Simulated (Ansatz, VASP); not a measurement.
One calculation of ScF3 (base), two programs

INCAR

```
SYSTEM = ScF3
  PREC = Accurate
  ENCUT = 600
  EDIFF = 1E-6
  ISMEAR = 0
  SIGMA = 0.02
  LREAL = .False.
  LASPH = .True.
  NELM = 100
  ALGO = Normal
  ISIF = 3
  LWAVE = .False.
  LCHARG = .False.
  GGA = CA
  IBRION = 2
  NSW = 100
  EDIFFG = -0.002
```

File KPOINTS:

```
regular mesh
0
Gamma
  6 6 6
  0 0 0
```

The input POSCAR:

```
ScF3
1.0
    4.0124500000      0.0000000000      0.0000000000
    0.0000000000      4.0124500000      0.0000000000
    0.0000000000      0.0000000000      4.0124500000
Sc F
1 3
Direct
    0.0000000000      0.0000000000      0.0000000000
    0.5000000000      0.0000000000      0.0000000000
    0.0000000000      0.5000000000      0.0000000000
    0.0000000000      0.0000000000      0.5000000000
```

Input for Ansatz:

```yaml
crystal:
  lattice:
    - [4.01245, 0.0, 0.0]
    - [0.0, 4.01245, 0.0]
    - [0.0, 0.0, 4.01245]
  atoms:
    - { symbol: Sc, position: [0.0, 0.0, 0.0] }
    - { symbol: F, position: [0.5, 0.0, 0.0] }
    - { symbol: F, position: [0.0, 0.5, 0.0] }
    - { symbol: F, position: [0.0, 0.0, 0.5] }
basis:
  ecutwfc: 420
kpoints:
  mp_grid: { grid: [6, 6, 6] }
hamiltonian:
  xc: lda
scf:
  occupations: { method: gaussian, width: 0.02 }
output:
  forces: true
  stress: true
  eigenvalues: true
  write_density: true
  write_potential: true
  elf: true
  volumetric_format: npy
relax:
  adjacent_minimum: "off"
  f_tol: 0.002
  max_steps: 80
  cell: { stress_tol: 0.02 }
```

Alike in both runs: task relaxation of cell and atoms; functional LDA; k mesh 6 × 6 × 6; occupations gaussian, width 0.02 eV; no spin polarisation.

```csv
,VASP,Ansatz
version,VASP 6.6.1,Ansatz 0.2.0
potentials or method,"VASP PAW LDA potentials, release 64 (Sc_sv, F)","scalar-relativistic, plane waves, PAW"
plane-wave cutoff (eV),600,420
valence electrons in the cell,32,32
```

|  | VASP | Ansatz | Ansatz less VASP |
| --- | --- | --- | --- |
| gap on the k mesh at the Fermi level, each at its own relaxed structure (eV) | 6.31 | 6.36 | +0.055 |
| relaxed volume (Å³/atom) | 15.77 | 15.68 | -0.089 |
| relaxed cell length with the largest relative difference (Å) | 3.980 | 3.973 | -0.0075 |
| energy change over the relaxation (meV/atom) | -3 | -5 | -1.5 |

A k mesh can miss the band edges. As with any semilocal functional, this LDA gap is likely too small. LDA usually gives volumes a few per cent too small.
